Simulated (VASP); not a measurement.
# BaZrO3: NMR shieldings, part 3 of 4

Aim: NMR shielding tensors and field gradients of BaZrO3. The cell has space group Pm-3m. The start is a cell from a database of measured crystal structures.

VASP 6.6.1, plane waves and PAW; the level of theory is named at each step.

So far. Step 2 (Ground state): The cell has a gap of 3.29 eV on this mesh and a pressure of +5.1 GPa, which holds the misfit of the given cell and coordinates with this functional, and any error of cutoff, mesh and data sets. Spin-orbit coupling is left out, which can shift or reorder these edges.

## (3) Shielding tensors (continued)

Level of this step: chemical shifts by linear response (GIPAW), PBE; plane waves and PAW (Ba_sv, Zr_sv, O) (VASP).

Ordered as |Vzz| ≥ |Vxx| ≥ |Vyy|, the program's way. Electric field gradients, by row:

```
atom  Vxx (V/Å²)  Vyy (V/Å²)  Vzz (V/Å²)  asymmetry
 Ba1           0           0           0          -
 Zr2           0           0           0          -
  O3       7.346       7.346      -14.69          0
  O4       7.346       7.346      -14.69          0
  O5       7.346       7.346      -14.69          0
```

## (4) Another functional, PAW release LDA 64

This step: chemical shifts by linear response (GIPAW), LDA; plane waves and PAW (Ba_sv, Zr_sv, O) (VASP 6.6.1).

The functional is changed, to see how much the shieldings depend on it.

INCAR

```
SYSTEM = BaZrO3
PREC = Accurate
ENCUT = 560
EDIFF = 1E-09
NELM = 100
ISMEAR = 0
SIGMA = 0.01
LREAL = .FALSE.
ALGO = Normal
GGA = CA
NBANDS = 26
LWAVE = .FALSE.
LCHARG = .FALSE.
KPAR = 2
LCHIMAG = .TRUE.
LEFG = .TRUE.
DQ = 0.001
ICHIBARE = 1
LNMR_SYM_RED = .TRUE.
```

POSCAR

```
BaZrO3
1.0
    4.1913400000      0.0000000000      0.0000000000
    0.0000000000      4.1913400000      0.0000000000
    0.0000000000      0.0000000000      4.1913400000
Ba Zr O
1 1 3
Direct
    0.0000000000      0.0000000000      0.0000000000
    0.5000000000      0.5000000000      0.5000000000
    0.5000000000      0.5000000000      0.0000000000
    0.5000000000      0.0000000000      0.5000000000
    0.0000000000      0.5000000000      0.5000000000
```

KPOINTS

```
Automatic mesh
0
Gamma
6 6 6
0 0 0
```

Potentials, in the order of the species: Ba_sv, Zr_sv and O (LDA family, release 64).

Run with:

```console
$ mpirun -np 2 vasp_std
```

Log:

```text
[banner, memory and clock lines left out]
running    2 mpi-ranks, on    1 nodes
 distrk:  each k-point on    1 cores,    2 groups
 distr:  one band on    1 cores,    1 groups

 POSCAR found type information on POSCAR BaZrO
 POSCAR found :  3 types and       5 ions
 LDA part: xc-table for (Slater(with rela. corr.)+CA(PZ))
 , standard interpolation
 POSCAR, INCAR and KPOINTS ok, starting setup
 FFT: planning ... GRIDC
 FFT: planning ... GRID_SOFT
 FFT: planning ... GRID
 WAVECAR not read
 entering main loop
       N       E                     dE             d eps       ncg     rms          rms(c)
DAV:   1     0.324399966136E+03    0.32440E+03   -0.23251E+04  1040   0.161E+03
DAV:   2    -0.316074654716E+02   -0.35601E+03   -0.34648E+03  1316   0.381E+02
DAV:   3    -0.525623198648E+02   -0.20955E+02   -0.20905E+02  1672   0.882E+01
DAV:   4    -0.530985739796E+02   -0.53625E+00   -0.53575E+00  1454   0.114E+01
DAV:   5    -0.531083470079E+02   -0.97730E-02   -0.97715E-02  1500   0.122E+00    0.292E+01
DAV:   6    -0.459795121159E+02    0.71288E+01   -0.40999E+01  1274   0.403E+01    0.133E+01
DAV:   7    -0.457992692051E+02    0.18024E+00   -0.31976E+00  1390   0.102E+01    0.811E+00
DAV:   8    -0.457296516039E+02    0.69618E-01   -0.37276E-01  1374   0.455E+00    0.730E-01
DAV:   9    -0.457252441265E+02    0.44075E-02   -0.50009E-02  1550   0.132E+00    0.507E-01
DAV:  10    -0.457252319470E+02    0.12179E-04   -0.13068E-02  1402   0.954E-01    0.246E-01
DAV:  11    -0.457248697908E+02    0.36216E-03   -0.22934E-03  1284   0.414E-01    0.290E-02
DAV:  12    -0.457248712773E+02   -0.14865E-05   -0.12040E-04  1430   0.759E-02    0.269E-02
DAV:  13    -0.457248689441E+02    0.23332E-05   -0.10388E-05  1332   0.218E-02    0.275E-03
DAV:  14    -0.457248689841E+02   -0.40087E-07   -0.87247E-07  1504   0.720E-03    0.363E-03
DAV:  15    -0.457248689614E+02    0.22719E-07   -0.93541E-08  1364   0.264E-03    0.724E-04
DAV:  16    -0.457248689609E+02    0.53296E-09   -0.18926E-08  1624   0.926E-04    0.260E-04
DAV:  17    -0.457248689607E+02    0.21282E-09   -0.13776E-09   942   0.316E-04
ion   1
     0.0000000    -0.0000000     0.0000000     0.0000000    -0.0000000    -0.0000000
     0.0000600    -0.0000000     0.0000000     0.0000000    -0.0000000    -0.0000000
     0.0000826    -0.0000000     0.0000000     0.0000000    -0.0000000    -0.0000000
     0.0001137    -0.0000000     0.0000000     0.0000000    -0.0000000    -0.0000000
     0.0001566    -0.0000000     0.0000000     0.0000000    -0.0000000    -0.0000000

     0.0000000    -0.0000000    -0.0000000     0.0000000    -0.0000000    -0.0000000
     0.0000600    -0.0000000    -0.0000000     0.0000000    -0.0000000    -0.0000000
     0.0000826    -0.0000000    -0.0000000     0.0000000    -0.0000000    -0.0000000
     0.0001137    -0.0000000    -0.0000000     0.0000000    -0.0000000    -0.0000000
     0.0001566    -0.0000000    -0.0000000     0.0000000    -0.0000000    -0.0000000

ion   2
     0.0000000     0.0000000     0.0000000    -0.0000000    -0.0000000    -0.0000000
     0.0000523     0.0000000     0.0000000    -0.0000000    -0.0000000    -0.0000000
     0.0000720     0.0000000     0.0000000    -0.0000000    -0.0000000    -0.0000000
     0.0000992     0.0000000     0.0000000    -0.0000000    -0.0000000    -0.0000000
     0.0001366     0.0000000     0.0000000    -0.0000000    -0.0000000    -0.0000000

     0.0000000     0.0000000     0.0000000    -0.0000000    -0.0000000    -0.0000000
     0.0000523     0.0000000     0.0000000    -0.0000000    -0.0000000    -0.0000000
     0.0000720     0.0000000     0.0000000    -0.0000000    -0.0000000    -0.0000000
     0.0000992     0.0000000     0.0000000    -0.0000000    -0.0000000    -0.0000000
     0.0001366     0.0000000     0.0000000    -0.0000000    -0.0000000    -0.0000000

ion   3
     0.0000000     0.0000000    -0.0000000     8.0249634    -0.0000000    -0.0000000
     0.0000293     0.0000000    -0.0000000     8.0249633    -0.0000000    -0.0000000
     0.0000403     0.0000000    -0.0000000     8.0249633    -0.0000000    -0.0000000
     0.0000555     0.0000000    -0.0000000     8.0249632    -0.0000000    -0.0000000
     0.0000765     0.0000000    -0.0000000     8.0249631    -0.0000000    -0.0000000

     0.0000000     0.0000000    -0.0000000    18.7477706    -0.0000000    -0.0000000
     0.0000293     0.0000000    -0.0000000    18.7477666    -0.0000000    -0.0000000
     0.0000403     0.0000000    -0.0000000    18.7477639    -0.0000000    -0.0000000
     0.0000555     0.0000000    -0.0000000    18.7477594    -0.0000000    -0.0000000
     0.0000765     0.0000000    -0.0000000    18.7477517    -0.0000000    -0.0000000

ion   4
     0.0000000     0.0000000     0.0000000    -4.0124817     0.0000000    -6.9498221
     0.0000293     0.0000000     0.0000000    -4.0124817     0.0000000    -6.9498221
     0.0000403     0.0000000     0.0000000    -4.0124816     0.0000000    -6.9498221
     0.0000555     0.0000000     0.0000000    -4.0124816     0.0000000    -6.9498220
     0.0000765     0.0000000     0.0000000    -4.0124815     0.0000000    -6.9498219

     0.0000000     0.0000000     0.0000000    -9.3738853     0.0000000   -16.2360456
     0.0000293     0.0000000     0.0000000    -9.3738833     0.0000000   -16.2360421
     0.0000403     0.0000000     0.0000000    -9.3738820     0.0000000   -16.2360398
     0.0000555     0.0000000     0.0000000    -9.3738797     0.0000000   -16.2360359
     0.0000765     0.0000000     0.0000000    -9.3738758     0.0000000   -16.2360292

ion   5
     0.0000000     0.0000000    -0.0000000    -4.0124817     0.0000000     6.9498221
     0.0000293     0.0000000    -0.0000000    -4.0124817     0.0000000     6.9498221
     0.0000403     0.0000000    -0.0000000    -4.0124816     0.0000000     6.9498221
     0.0000555     0.0000000    -0.0000000    -4.0124816     0.0000000     6.9498220
     0.0000765     0.0000000    -0.0000000    -4.0124815     0.0000000     6.9498219

     0.0000000     0.0000000    -0.0000000    -9.3738853     0.0000000    16.2360456
     0.0000293     0.0000000    -0.0000000    -9.3738833     0.0000000    16.2360421
     0.0000403     0.0000000    -0.0000000    -9.3738820     0.0000000    16.2360398
     0.0000555     0.0000000    -0.0000000    -9.3738797     0.0000000    16.2360359
     0.0000765     0.0000000    -0.0000000    -9.3738758     0.0000000    16.2360292

   1 F= -.45724869E+02 E0= -.45724869E+02  d E =-.861575E-45
DAV:   1    -0.342790544077E+03   -0.34279E+03    0.00000E+00     0   0.000E+00
DAV:   2    -0.342790544077E+03    0.00000E+00    0.00000E+00     0   0.000E+00
BDIR= 1  IDIR= 2  IQ= -1
DAV:   1    -0.685523172777E+03   -0.68552E+03   -0.41500E-02  1256   0.128E+00
[...]
RMM:   9    -0.151514545047E+03   -0.17873E-06   -0.44714E-07  1498   0.170E-03
RMM:  10    -0.151514545067E+03   -0.20000E-07   -0.51880E-08  1082   0.525E-04
RMM:  11    -0.151514545069E+03   -0.22495E-08   -0.59624E-09   910   0.204E-04
RMM:  12    -0.151514545070E+03   -0.23923E-09   -0.60163E-10   820   0.943E-05
BDIR= 3  IDIR= 1  IQ=  0
DAV:   1    -0.685581099972E+03   -0.68558E+03   -0.17908E-10   638   0.103E-04
DAV:   2    -0.685581099972E+03    0.45929E-10   -0.45752E-11   620   0.415E-05
       N       E                     dE             d eps       ncg     rms
RMM:   1    -0.142448311803E+03   -0.14245E+03   -0.26570E+02  1555   0.900E+01
RMM:   2    -0.150769927568E+03   -0.83216E+01   -0.22142E+01  1936   0.152E+01
RMM:   3    -0.151419577114E+03   -0.64965E+00   -0.96232E-01  1890   0.325E+00
RMM:   4    -0.151457326260E+03   -0.37749E-01   -0.98958E-02  1967   0.865E-01
RMM:   5    -0.151459508305E+03   -0.21820E-02   -0.33270E-03  1923   0.195E-01
RMM:   6    -0.151459658474E+03   -0.15017E-03   -0.42367E-04  1941   0.582E-02
RMM:   7    -0.151459673318E+03   -0.14844E-04   -0.31395E-05  1770   0.167E-02
RMM:   8    -0.151459674788E+03   -0.14692E-05   -0.38485E-06  1662   0.512E-03
RMM:   9    -0.151459674965E+03   -0.17784E-06   -0.44384E-07  1427   0.169E-03
RMM:  10    -0.151459674985E+03   -0.19835E-07   -0.51297E-08  1032   0.524E-04
RMM:  11    -0.151459674988E+03   -0.22361E-08   -0.59177E-09   852   0.204E-04
RMM:  12    -0.151459674988E+03   -0.23664E-09   -0.59287E-10   751   0.942E-05
BDIR= 3  IDIR= 1  IQ=  1
DAV:   1    -0.685635183746E+03   -0.68564E+03   -0.37249E-02  1262   0.129E+00
DAV:   2    -0.685635445001E+03   -0.26125E-03   -0.26125E-03  1412   0.265E-01
DAV:   3    -0.685635452928E+03   -0.79271E-05   -0.79271E-05  1454   0.332E-02
DAV:   4    -0.685635453104E+03   -0.17678E-06   -0.17678E-06  1440   0.416E-03
DAV:   5    -0.685635453106E+03   -0.15477E-08   -0.15713E-08  1228   0.410E-04
DAV:   6    -0.685635453106E+03   -0.57071E-10   -0.42247E-10   874   0.611E-05
       N       E                     dE             d eps       ncg     rms
RMM:   1    -0.142412284061E+03   -0.14241E+03   -0.26559E+02  1552   0.900E+01
RMM:   2    -0.150717879989E+03   -0.83056E+01   -0.22084E+01  1936   0.152E+01
RMM:   3    -0.151364933089E+03   -0.64705E+00   -0.95798E-01  1900   0.325E+00
RMM:   4    -0.151402575966E+03   -0.37643E-01   -0.98745E-02  1992   0.863E-01
RMM:   5    -0.151404745787E+03   -0.21698E-02   -0.32886E-03  1956   0.194E-01
RMM:   6    -0.151404894778E+03   -0.14899E-03   -0.42115E-04  1993   0.581E-02
RMM:   7    -0.151404909449E+03   -0.14671E-04   -0.30688E-05  1841   0.166E-02
RMM:   8    -0.151404910942E+03   -0.14930E-05   -0.39370E-06  1735   0.519E-03
RMM:   9    -0.151404911126E+03   -0.18357E-06   -0.47322E-07  1490   0.172E-03
RMM:  10    -0.151404911146E+03   -0.20042E-07   -0.51047E-08  1084   0.524E-04
RMM:  11    -0.151404911148E+03   -0.22217E-08   -0.58881E-09   914   0.204E-04
RMM:  12    -0.151404911149E+03   -0.23513E-09   -0.58905E-10   821   0.937E-05
BDIR= 3  IDIR= 2  IQ= -1
DAV:   1    -0.685523172777E+03   -0.68552E+03   -0.41500E-02  1256   0.128E+00
DAV:   2    -0.685523432732E+03   -0.25995E-03   -0.25995E-03  1344   0.274E-01
DAV:   3    -0.685523444800E+03   -0.12068E-04   -0.12069E-04  1530   0.408E-02
DAV:   4    -0.685523444921E+03   -0.12129E-06   -0.12124E-06  1350   0.470E-03
DAV:   5    -0.685523444923E+03   -0.16597E-08   -0.17032E-08  1350   0.412E-04
DAV:   6    -0.685523444923E+03   -0.16007E-09   -0.23415E-10   912   0.587E-05
       N       E                     dE             d eps       ncg     rms
RMM:   1    -0.125761552203E+03   -0.12576E+03   -0.20513E+02  1556   0.868E+01
RMM:   2    -0.131314639676E+03   -0.55531E+01   -0.16648E+01  1928   0.130E+01
RMM:   3    -0.131695003635E+03   -0.38036E+00   -0.55852E-01  1892   0.243E+00
RMM:   4    -0.131716503967E+03   -0.21500E-01   -0.59821E-02  1993   0.616E-01
RMM:   5    -0.131717683944E+03   -0.11800E-02   -0.18872E-03  1959   0.131E-01
RMM:   6    -0.131717760279E+03   -0.76335E-04   -0.20214E-04  1995   0.374E-02
RMM:   7    -0.131717768171E+03   -0.78921E-05   -0.18222E-05  1866   0.108E-02
RMM:   8    -0.131717768997E+03   -0.82576E-06   -0.21462E-06  1675   0.331E-03
RMM:   9    -0.131717769095E+03   -0.97998E-07   -0.24995E-07  1361   0.108E-03
RMM:  10    -0.131717769107E+03   -0.12871E-07   -0.33564E-08  1004   0.376E-04
RMM:  11    -0.131717769109E+03   -0.16019E-08   -0.44524E-09   845   0.162E-04
RMM:  12    -0.131717769109E+03   -0.20887E-09   -0.54435E-10   789   0.872E-05
BDIR= 3  IDIR= 2  IQ=  0
DAV:   1    -0.685581099972E+03   -0.68558E+03   -0.17909E-10   638   0.103E-04
DAV:   2    -0.685581099972E+03   -0.40018E-10   -0.47149E-11   620   0.415E-05
       N       E                     dE             d eps       ncg     rms
RMM:   1    -0.125786171950E+03   -0.12579E+03   -0.20510E+02  1556   0.868E+01
RMM:   2    -0.131349730667E+03   -0.55636E+01   -0.16656E+01  1929   0.130E+01
RMM:   3    -0.131729446760E+03   -0.37972E+00   -0.55513E-01  1884   0.240E+00
RMM:   4    -0.131750925861E+03   -0.21479E-01   -0.59954E-02  1974   0.614E-01
RMM:   5    -0.131752095506E+03   -0.11696E-02   -0.18655E-03  1916   0.130E-01
RMM:   6    -0.131752170727E+03   -0.75221E-04   -0.19830E-04  1934   0.369E-02
RMM:   7    -0.131752178500E+03   -0.77728E-05   -0.18102E-05  1734   0.107E-02
RMM:   8    -0.131752179313E+03   -0.81320E-06   -0.21018E-06  1573   0.324E-03
RMM:   9    -0.131752179409E+03   -0.96056E-07   -0.24607E-07  1269   0.106E-03
RMM:  10    -0.131752179422E+03   -0.12677E-07   -0.32998E-08   933   0.370E-04
RMM:  11    -0.131752179423E+03   -0.15714E-08   -0.43924E-09   754   0.159E-04
RMM:  12    -0.131752179423E+03   -0.20546E-09   -0.53343E-10   688   0.866E-05
BDIR= 3  IDIR= 2  IQ=  1
DAV:   1    -0.685638657924E+03   -0.68564E+03   -0.41416E-02  1258   0.128E+00
DAV:   2    -0.685638916857E+03   -0.25893E-03   -0.25893E-03  1352   0.274E-01
DAV:   3    -0.685638928751E+03   -0.11894E-04   -0.11894E-04  1530   0.399E-02
DAV:   4    -0.685638928865E+03   -0.11395E-06   -0.11402E-06  1364   0.451E-03
DAV:   5    -0.685638928866E+03   -0.17494E-08   -0.16907E-08  1342   0.401E-04
DAV:   6    -0.685638928867E+03   -0.77307E-10   -0.24316E-10   882   0.584E-05
       N       E                     dE             d eps       ncg     rms
RMM:   1    -0.125815741797E+03   -0.12582E+03   -0.20506E+02  1553   0.868E+01
RMM:   2    -0.131383338573E+03   -0.55676E+01   -0.16655E+01  1929   0.130E+01
RMM:   3    -0.131762649819E+03   -0.37931E+00   -0.55205E-01  1889   0.240E+00
RMM:   4    -0.131784218061E+03   -0.21568E-01   -0.60356E-02  1997   0.617E-01
RMM:   5    -0.131785423108E+03   -0.12050E-02   -0.18716E-03  1956   0.131E-01
RMM:   6    -0.131785501275E+03   -0.78167E-04   -0.20993E-04  1999   0.375E-02
RMM:   7    -0.131785509046E+03   -0.77717E-05   -0.17559E-05  1864   0.107E-02
RMM:   8    -0.131785509892E+03   -0.84576E-06   -0.22120E-06  1674   0.332E-03
RMM:   9    -0.131785509995E+03   -0.10250E-06   -0.27627E-07  1353   0.110E-03
RMM:  10    -0.131785510008E+03   -0.12925E-07   -0.32843E-08  1008   0.372E-04
RMM:  11    -0.131785510009E+03   -0.15603E-08   -0.43690E-09   839   0.159E-04
RMM:  12    -0.131785510009E+03   -0.20395E-09   -0.52945E-10   776   0.861E-05
       N       E                     dE             d eps       ncg     rms
RLQ:   1    -0.274522408140E+01   -0.27452E+01   -0.13105E+01  1596   0.204E+01
RLQ:   2    -0.286926697425E+01   -0.12404E+00   -0.22647E-01  1803   0.156E+00
RLQ:   3    -0.287663099375E+01   -0.73640E-02   -0.13337E-02  1806   0.268E-01
RLQ:   4    -0.287703612867E+01   -0.40513E-03   -0.74807E-04  1840   0.664E-02
RLQ:   5    -0.287706620244E+01   -0.30074E-04   -0.65655E-05  1740   0.161E-02
RLQ:   6    -0.287706837709E+01   -0.21747E-05   -0.48243E-06  1505   0.374E-03
RLQ:   7    -0.287706849573E+01   -0.11864E-06   -0.15373E-07  1277   0.783E-04
RLQ:   8    -0.287706850323E+01   -0.74977E-08   -0.14691E-08  1040   0.237E-04
RLQ:   9    -0.287706850369E+01   -0.45745E-09   -0.88051E-10   742   0.873E-05
```

Wall time 7.3 min (2 MPI ranks of AMD EPYC 7R43, shared host); peak memory 0.71 GiB.

(Continued in part 4 of 4.)

[Lines on the potential files, build, host, timing and source positions are cut from VASP's logs without a mark.]

[Logs are printed without paths, hosts, clocks, repeated set-up lines and the standing remarks that a program may print on its own settings, such as how far it seeks lower states.]

[Hosts, paths, dates, database ids (printed as entryN), source tags and the programs' standing remarks are cut or masked in the printed files.]
